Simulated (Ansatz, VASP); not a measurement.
## Two plane-wave programs on HfTiSe

```
Hf Ti Se
1.0
     4.57729    0.00000    0.00000
    -2.28865    3.96405    0.00000
     0.00000    0.00000    3.28558
Hf Ti Se
1 1 1
Cartesian
  2.2886 1.3214 0.0000
  0.0000 0.0000 1.6428
  0.0000 2.6427 0.0000
```

Change from the starting cell: species swapped into the HoAgSn type (P-6m2, No. 187).

Alike in both runs: task single point; functional PBE; k mesh 6 × 6 × 6; occupations gaussian, width 0.1 eV; collinear spin.

|  | VASP | Ansatz |
| --- | --- | --- |
| version | VASP 6.6.1 | Ansatz 0.2.0 |
| potentials or method | VASP PAW PBE potentials, release 64 (Hf_pv, Ti_sv, Se) | scalar-relativistic, plane waves, PAW |
| plane-wave cutoff (eV) | 520 | 420 |
| valence electrons in the cell | 28 | 54 |

```tsv
	VASP	Ansatz	Ansatz less VASP
gap on the k mesh at the Fermi level (eV)	none	none	-
pressure (GPa)	0.1	0.8	+0.67
largest component of the traceless stress (GPa)	0.31	1.11	+0.796
net moment per atom (μB)	0.00	0.42	+0.415
size of the moment on the site where the two differ most (μB)	0.00	0.85	+0.844
```

The net moments differ so much that the two runs ended in different magnetic states, which moves the other rows too. Site moments also hang on the region over which each program counts them. A gap of «none» marks a metal or a gap that the smearing closes. The two sets of potentials don't hold the same shells in valence.

The runs have no spin-orbit coupling, so splittings on Hf are missing.
